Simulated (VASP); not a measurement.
The system is TePb.

```
Te Pb
1.0
     0.00000    3.23100    3.23100
     3.23100    0.00000    3.23100
     3.23100    3.23100    0.00000
Te Pb
1 1
Direct
  0.50000 0.50000 0.50000
  0.00000 0.00000 0.00000
```

```yaml
Program: VASP 6.6.1
Task: relaxation of cell and atoms
Functional: r2SCAN
Potentials_or_basis: VASP PAW PBE potentials, release 64 (Te, Pb_d)
Cutoff: 600 eV
k_mesh: 8 × 8 × 8
Occupations: gaussian, width 0.02 eV
Spin: no spin polarisation
```

At the start: pressure 1.5 GPa; volume 33.73 Å³/atom.

Question: How do energy, volume and symmetry change on relaxing?

Answer: Over 3 steps the energy falls by 5.4 meV/atom and the volume is 34.89 Å³/atom (+3.4 %); space group Fm-3m (No. 225, to 0.05 Å).

The path:
| step | energy change (eV) | largest force (eV/Å) | pressure (GPa) | volume (Å³) |
| --- | --- | --- | --- | --- |
| 1 | 0.0000 | 0.0000 | 1.55 | 67.46 |
| 2 | -0.0093 | 0.0000 | -0.53 | 70.70 |
| 3 | -0.0109 | 0.0000 | 0.01 | 69.78 |

Final structure:
```
Te Pb
1.0
     0.00000    3.26765    3.26765
     3.26765    0.00000    3.26765
     3.26765    3.26765    0.00000
Te Pb
1 1
Direct
  0.50000 0.50000 0.50000
  0.00000 0.00000 0.00000
```

Caveat: the PAW data sets were made with another functional, which shifts forces and pressure a little.
